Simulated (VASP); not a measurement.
Given:

```
AgCl
1.0
    0.00000     2.78275     2.78275
    2.78275     0.00000     2.78275
    2.78275     2.78275     0.00000
Ag Cl
1 1
Direct
  0.00000   0.00000   0.00000
  0.50000   0.50000   0.50000
```

These are PBE GGA with D4 dispersion, VASP's PBE PAW potentials (set 64) (plane waves; VASP 6.6.1) values and carry that method's errors. Run with 520 eV cut-off, 8×8×8 Γ-centred mesh, Gaussian smearing of 0.050 eV, potentials Ag Cl.

Problem. Estimate the energy per atom (σ→0), pressure, band gap (on the k-mesh) with the smallest direct gap where there is one.

Solution. 
| Item | Value |
|---|---|
| band gap (on the k-mesh) | 0.91 eV |
| smallest direct gap (on the k-mesh) | 3.15 eV |
| energy per atom (σ→0) | -3.033 eV/atom |
| pressure | -1.37 GPa |

Total energies compare only between runs with the same potentials, cut-off and functional.

The compound is AgCl in the rock salt structure. This cell is one point of a volume scan, at 1.03 of the reference volume.
